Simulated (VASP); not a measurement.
```
Cu
1.0
    0.00000     1.80500     1.80500
    1.80500     0.00000     1.80500
    1.80500     1.80500     0.00000
Cu
1
Direct
  0.00000   0.00000   0.00000
```

All values below come from r2SCAN meta-GGA, VASP's PBE PAW potentials (set 64) (plane waves; VASP). Run with 520 eV cut-off, 16×16×16 Γ-centred mesh, first-order Methfessel-Paxton smearing of 0.10 eV, potentials Cu.

Energy and stress use the plane-wave basis of the starting cell.

The ions, cell shape and volume are relaxed. Which structure does the run end with?

```
Cu
1.0
    0.00000     1.79194     1.79194
    1.79194     0.00000     1.79194
    1.79194     1.79194     0.00000
Cu
1
Cartesian
  0.00000   0.00000   0.00000
```
Space group Fm-3m (225), at a tolerance of 0.03 Å.

How do energy and volume change from the first to the last step?

The energy (σ→0) changes by -2.9 meV/atom and the volume by -2.2 %, in 3 ionic steps.

The compound is Cu in the fcc structure. This run relaxes it. Symmetry was kept, so distortions that lower it aren't found.
